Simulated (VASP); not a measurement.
Output of a VASP run:

File OSZICAR:
```
       N       E                     dE             d eps       ncg     rms          rms(c)
DAV:   1     0.770730706418E+02    0.77073E+02   -0.80694E+03  2272   0.123E+03
DAV:   2    -0.525507385944E+01   -0.82328E+02   -0.80807E+02  2885   0.518E+02
DAV:   3    -0.968750401859E+01   -0.44324E+01   -0.41491E+01  3295   0.866E+01
DAV:   4    -0.986859733889E+01   -0.18109E+00   -0.17629E+00  3361   0.112E+01
DAV:   5    -0.987162514213E+01   -0.30278E-02   -0.30269E-02  3256   0.180E+00    0.254E+01
DAV:   6    -0.986771216766E+01    0.39130E-02   -0.25827E-02  3334   0.222E+00    0.151E+01
DAV:   7    -0.987519532361E+01   -0.74832E-02   -0.45631E-02  3126   0.301E+00    0.331E-01
DAV:   8    -0.987484243725E+01    0.35289E-03   -0.27240E-03  2838   0.589E-01    0.657E-02
DAV:   9    -0.987484996538E+01   -0.75281E-05   -0.21530E-04  3331   0.182E-01    0.302E-02
DAV:  10    -0.987484512480E+01    0.48406E-05   -0.18715E-05  3307   0.466E-02    0.290E-02
DAV:  11    -0.987484530813E+01   -0.18333E-06   -0.84796E-07  3092   0.100E-02    0.455E-03
DAV:  12    -0.987484542260E+01   -0.11446E-06   -0.11701E-07  1773   0.456E-03    0.210E-03
DAV:  13    -0.987484540525E+01    0.17341E-07   -0.30887E-08  1593   0.520E-03
   1 F= -.98748454E+01 E0= -.98752645E+01  d E =0.125723E-02
```

**OUTCAR**
```
------------------------ aborting loop because EDIFF is reached ----------------------------------------
  FORCE on cell =-STRESS in cart. coord.  units (eV):
  Direction    XX          YY          ZZ          XY          YZ          ZX
  --------------------------------------------------------------------------------------
  Total        0.5151034      0.5151035      0.3774437      0.0000000      0.0000000      0.0000000
  in kB       14.3249094     14.3249099     10.4966244      0.0000000      0.0000000      0.0000000
  external PRESSURE =      13.0488146 kB  Pullay stress =       0.0000000 kB
  volume of cell :       57.61
      direct lattice vectors                 reciprocal lattice vectors
     1.747308013 -3.026426306  0.000000000     0.286154471 -0.165211358  0.000000000
     1.747308013  3.026426306  0.000000000     0.286154471  0.165211358  0.000000000
     0.000000000  0.000000000  5.447328647     0.000000000  0.000000000  0.183576220
 POSITION                                       TOTAL-FORCE (eV/Angst)
 -----------------------------------------------------------------------------------
      1.74731      1.00881      1.36183         0.000000     -0.000000      0.000000
      1.74731     -1.00881      4.08550        -0.000000      0.000000      0.000000
 -----------------------------------------------------------------------------------
    total drift:                                0.000000      0.000084     -0.000011
  FREE ENERGIE OF THE ION-ELECTRON SYSTEM (eV)
  ---------------------------------------------------
  free  energy   TOTEN  =        -9.8748454053 eV

  energy  without entropy=       -9.8761026340  energy(sigma->0) =       -9.87526448
```
(Selected blocks of OUTCAR.)

**POSCAR**
```
Ho
1
    1.7473080125    -3.0264263064     0.0000000000
    1.7473080125     3.0264263064     0.0000000000
    0.0000000000     0.0000000000     5.4473286471
Ho
2
Direct
  0.3333330000   0.6666670000   0.2500000000
  0.6666670000   0.3333330000   0.7500000000
```

### Question
Reconstruct the remaining input files.

### Answer
Several could match; the one computed here: the input of the run itself, PBEsol GGA, plane waves, VASP's PBE PAW potentials (set 64).

INCAR:
```
SYSTEM=Ho
PREC=Accurate; ENCUT=480; LREAL=.FALSE.
LASPH=.TRUE.
EDIFF=1E-7; NELM=100; ALGO=Normal
LMAXMIX=6
ISMEAR=1; SIGMA=0.1
GGA=PS
ISIF=2
LWAVE=.FALSE.; LCHARG=.FALSE.
```

**KPOINTS**
```
K-points
0
Gamma
 12 12 6
0 0 0
```

POTCAR, in this order: Ho_3 (PBE.64 set). Program: vasp_std.

The 4f electrons are frozen in the core of the lanthanide potential, so 4f levels, which can set the real gap, and their magnetism are missing.

The compound is Ho in the hcp structure. This cell was strained or had an atom moved on purpose.
